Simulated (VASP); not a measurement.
```
CELL_PARAMETERS angstrom
      1.81874    -7.17247     0.00000
      1.81874     7.17247     0.00000
      0.00000     0.00000     3.63583
ATOMIC_POSITIONS crystal
  Si 0.55487 0.44513 0.25000
  Si 0.44513 0.55487 0.75000
  Si 0.24984 0.75016 0.25000
  Si 0.75016 0.24984 0.75000
  Hf 0.89527 0.10473 0.25000
  Hf 0.10473 0.89527 0.75000
```

All values below come from PBE GGA with D3 dispersion (Becke-Johnson damping), VASP's PBE PAW potentials (set 64) (plane waves; VASP). Numerical set-up: 400 eV cut-off, 10×10×10 Γ-centred mesh, tetrahedra with Blöchl corrections, potentials Si Hf_pv.

The cores are frozen, which limits the accuracy of field gradients.

### Question
Give the principal components of the electric field gradient (V/Å²) and the asymmetry η at each nucleus.

### Answer

| atom | Vxx | Vyy | Vzz | η |
|---|---|---|---|---|
| Si1 | -29.6 | -12.7 | 42.3 | 0.40 |
| Si2 | -29.6 | -12.7 | 42.3 | 0.40 |
| Si3 | 20.3 | 18.2 | -38.4 | 0.05 |
| Si4 | 20.3 | 18.2 | -38.4 | 0.05 |
| Hf5 | -12.1 | -1.7 | 13.8 | 0.75 |
| Hf6 | -12.1 | -1.7 | 13.8 | 0.75 |

The structure comes from a measured HfSi2 entry (Cmcm) of the Crystallography Open Database, whose conditions weren't checked. It was relaxed first.
